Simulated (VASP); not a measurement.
Runs of VASP 6.6.1 on SiCl2H2. The cell holds a molecule in a box, 5 atoms: a = 13.006 Å, b = 13.506 Å, c = 14.006 Å, α = 90.00°, β = 90.00°, γ = 90.00°. 

| task | level | cell | atoms held fixed (from 0) | gap on the mesh (eV) | largest force (eV/Å) |
| --- | --- | --- | --- | --- | --- |
| relaxation of the atoms | PBE+D3(BJ) | atoms relaxed | [0] | 6.55 | - |
| single point | RPBE+D3(BJ) | as given | - | 6.59 | 0.06 |
| single point | PBE | as given | - | 6.55 | 0.03 |
| single point | RPBE | as given | - | 6.59 | (a) |

Alike in all rows: potentials or basis VASP PAW PBE potentials, release 64 (Si, Cl, H); no spin polarisation; k mesh 1 × 1 × 1; cutoff (eV) 400; smearing gaussian 0.01 eV.

Q: Estimate the missing entries.

A: (a) 0.17.

Caveats: the PAW data sets were made with another functional, which shifts forces and pressure a little (some runs).

